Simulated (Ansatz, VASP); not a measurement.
Two plane-wave programs on Sc3AlP

```xyz
5
Lattice="4.5241 0.0000 0.0000 -2.2620 3.9179 0.0000 0.0000 0.0000 6.1644" Properties=species:S:1:pos:R:3 pbc="T T T"
Sc    2.2620    1.3060    1.6483
Sc    2.2620    1.3060    4.5161
Sc    0.0000    0.0000    0.0000
Al    0.0000    2.6120    0.0000
P     0.0000    0.0000    3.0822
```

Change from the starting cell: species swapped into the GaFe3As type (P-6m2, No. 187).

Alike in both runs: functional PBE; k mesh 12 × 12 × 6; occupations gaussian, width 0.1 eV; no spin polarisation.

Ansatz relaxed the structure, and its values are those at the end. VASP's run is a single point on that final structure, the one shown.

|  | VASP | Ansatz |
| --- | --- | --- |
| version | VASP 6.6.1 | Ansatz 0.2.0 |
| potentials or method | VASP PAW PBE potentials, release 64 (Sc_sv, Al, P) | scalar-relativistic, plane waves, PAW |
| plane-wave cutoff (eV) | 520 | 420 |
| valence electrons in the cell | 41 | 41 |

Ansatz gave:

* gap on the k mesh at the Fermi level (eV): none
* pressure (GPa): 0.0
* rms of the force components (eV/Å): 0.003

Task: Which values does VASP return?

Result: gap on the k mesh at the Fermi level (eV): none; pressure (GPa): 0.1; rms of the force components (eV/Å): 0.004.

A gap of «none» marks a metal or a gap that the smearing closes.
